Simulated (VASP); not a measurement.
OSZICAR of a VASP run on MgO (space group Fm-3m):

**OSZICAR**
```
       N       E                     dE             d eps       ncg     rms          rms(c)
DAV:   1     0.188760986098E+01    0.18876E+01   -0.43002E+03  1696   0.707E+02
DAV:   2    -0.137361799830E+02   -0.15624E+02   -0.15474E+02  1712   0.109E+02
DAV:   3    -0.138869405694E+02   -0.15076E+00   -0.15076E+00  1752   0.110E+01
DAV:   4    -0.138870885152E+02   -0.14795E-03   -0.14795E-03  1864   0.317E-01
DAV:   5    -0.138870885530E+02   -0.37759E-07   -0.37759E-07  1784   0.454E-03    0.654E+00
DAV:   6    -0.125719766653E+02    0.13151E+01   -0.83027E+00  1344   0.198E+01    0.224E+00
DAV:   7    -0.125448762869E+02    0.27100E-01   -0.32699E-02  1440   0.216E+00    0.130E+00
DAV:   8    -0.125306336664E+02    0.14243E-01   -0.19441E-02  1344   0.209E+00    0.135E-01
DAV:   9    -0.125305686887E+02    0.64978E-04   -0.18838E-04  2080   0.122E-01    0.807E-02
DAV:  10    -0.125306120357E+02   -0.43347E-04   -0.82799E-05  1368   0.882E-02    0.373E-03
DAV:  11    -0.125306117181E+02    0.31761E-06   -0.19476E-06  1528   0.111E-02
   1 F= -.12530612E+02 E0= -.12530612E+02  d E =-.885227E-12
```

**Question.** Which electronic solver shows in the log?

**Answer.** It is blocked Davidson (ALGO = Normal, or the opening steps of other solvers). The INCAR had ALGO = Normal.

**Question.** Can the final energy be trusted as converged?

**Answer.** Self-consistency was reached. It stopped with EDIFF = 1E-6, NELM = 100 (PBEsol GGA, plane waves, VASP's PBE PAW potentials (set 64)).

The structure is a typed MgO crystal (Fm-3m). The cell was not relaxed at this level. The run is one of a series of settings (GGA = PS against the base run), some of them coarse on purpose.
